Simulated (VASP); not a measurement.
Method: PBE GGA, VASP's PBE PAW potentials (set 64) (plane waves; VASP).

VASP ran on this input.

**KPOINTS**
```
Automatic mesh
0
Gamma
9 9 9
0 0 0
```

### POSCAR
```
KCl
6.290
  0.0000000000   0.5000000000   0.5000000000
  0.5000000000   0.0000000000   0.5000000000
  0.5000000000   0.5000000000   0.0000000000
K Cl
1 1
direct
  0.0000000000   0.0000000000   0.0000000000
  0.5000000000   0.5000000000   0.5000000000
```

**INCAR**
```
SYSTEM  =  KCl
PREC  =  Accurate; ENCUT  =  400; LREAL  =  .FALSE.
LASPH  =  .TRUE.
EDIFF  =  1E-6; NELM  =  100; ALGO  =  Normal
ISMEAR  =  0; SIGMA  =  0.05
GGA  =  PE
ISIF  =  2
LWAVE  =  .FALSE.; LCHARG  =  .FALSE.
```

POTCAR, in this order: K_sv Cl (PBE.64 set). Program: vasp_std.

The resulting files:

File OUTCAR:
```
 ion  position               nearest neighbor table
   1  0.000  0.000  0.000-   2 3.15   2 3.15   2 3.15   2 3.15   2 3.15   2 3.15
   2  0.500  0.500  0.500-   1 3.15   1 3.15   1 3.15   1 3.15   1 3.15   1 3.15
  LATTYP: Found a face centered cubic cell.
 ALAT       =     6.2900000000
 Subroutine PRICEL returns:
 Original cell was already a primitive cell.
 Subroutine GETGRP returns: Found 48 space group operations
The static configuration has the point symmetry O_h .
The dynamic configuration has the point symmetry O_h .
 Subroutine INISYM returns: Found 48 space group operations
 Subroutine IBZKPT returns following result:
 Found     35 irreducible k-points:

 Following reciprocal coordinates:
            Coordinates               Weight
  0.000000  0.000000  0.000000      1.000000
  0.111111  0.000000  0.000000      8.000000
  0.222222  0.000000  0.000000      8.000000
  0.333333  0.000000  0.000000      8.000000
  0.444444  0.000000  0.000000      8.000000
  0.111111  0.111111  0.000000      6.000000
  0.222222  0.111111  0.000000     24.000000
  0.333333  0.111111  0.000000     24.000000
  0.444444  0.111111  0.000000     24.000000
 -0.444444  0.111111  0.000000     24.000000
 -0.333333  0.111111  0.000000     24.000000
 -0.222222  0.111111  0.000000     24.000000
 -0.111111  0.111111  0.000000     12.000000
  0.222222  0.222222  0.000000      6.000000
  0.333333  0.222222  0.000000     24.000000
  0.444444  0.222222  0.000000     24.000000
 -0.444444  0.222222  0.000000     24.000000
 -0.333333  0.222222  0.000000     24.000000
 -0.222222  0.222222  0.000000     12.000000
  0.333333  0.333333  0.000000      6.000000
  0.444444  0.333333  0.000000     24.000000
 -0.444444  0.333333  0.000000     24.000000
 -0.333333  0.333333  0.000000     12.000000
  0.444444  0.444444  0.000000      6.000000
...
```

File OSZICAR:
```
       N       E                     dE             d eps       ncg     rms          rms(c)
DAV:   1     0.910438544659E+02    0.91044E+02   -0.63316E+03   840   0.968E+02
DAV:   2    -0.219916074149E+01   -0.93243E+02   -0.88189E+02  1148   0.255E+02
DAV:   3    -0.693879876817E+01   -0.47396E+01   -0.47206E+01  1080   0.527E+01
DAV:   4    -0.709384443592E+01   -0.15505E+00   -0.15489E+00  1456   0.884E+00
DAV:   5    -0.709450452892E+01   -0.66009E-03   -0.66006E-03  1096   0.650E-01    0.333E+00
DAV:   6    -0.680410276025E+01    0.29040E+00   -0.54501E-01  1012   0.406E+00    0.274E+00
DAV:   7    -0.678898456415E+01    0.15118E-01   -0.13539E-01  1060   0.221E+00    0.158E+00
DAV:   8    -0.680164713424E+01   -0.12663E-01   -0.20636E-02  1124   0.120E+00    0.185E-01
DAV:   9    -0.680242615304E+01   -0.77902E-03   -0.12877E-03  1124   0.239E-01    0.103E-01
DAV:  10    -0.680310703230E+01   -0.68088E-03   -0.68012E-04   976   0.202E-01    0.126E-02
DAV:  11    -0.680311684547E+01   -0.98132E-05   -0.17408E-05  1212   0.290E-02    0.550E-03
DAV:  12    -0.680312046566E+01   -0.36202E-05   -0.48819E-06  1024   0.169E-02    0.275E-03
DAV:  13    -0.680312052070E+01   -0.55038E-07   -0.38446E-07   820   0.519E-03
   1 F= -.68031205E+01 E0= -.68031205E+01  d E =-.218771E-11
```

### OUTCAR
```
------------------------ aborting loop because EDIFF is reached ----------------------------------------
  FORCE on cell =-STRESS in cart. coord.  units (eV):
  Direction    XX          YY          ZZ          XY          YZ          ZX
  --------------------------------------------------------------------------------------
  Total        0.3158191      0.3158191      0.3158191      0.0000000     -0.0000000      0.0000000
  in kB        8.1331184      8.1331184      8.1331184      0.0000000     -0.0000000      0.0000000
  external PRESSURE =       8.1331184 kB  Pullay stress =       0.0000000 kB
  volume of cell :       62.21
      direct lattice vectors                 reciprocal lattice vectors
     0.000000000  3.145000000  3.145000000    -0.158982512  0.158982512  0.158982512
     3.145000000  0.000000000  3.145000000     0.158982512 -0.158982512  0.158982512
     3.145000000  3.145000000  0.000000000     0.158982512  0.158982512 -0.158982512
  FREE ENERGIE OF THE ION-ELECTRON SYSTEM (eV)
  ---------------------------------------------------
  free  energy   TOTEN  =        -6.8031205207 eV

  energy  without entropy=       -6.8031205207  energy(sigma->0) =       -6.80312052
```
(Selected blocks of OUTCAR.)

The compound is KCl in the rock salt structure. The cell was not relaxed at this level. The run is one of a series of settings (KPOINTS 9×9×9 Γ-centred mesh against the base run), some of them coarse on purpose.
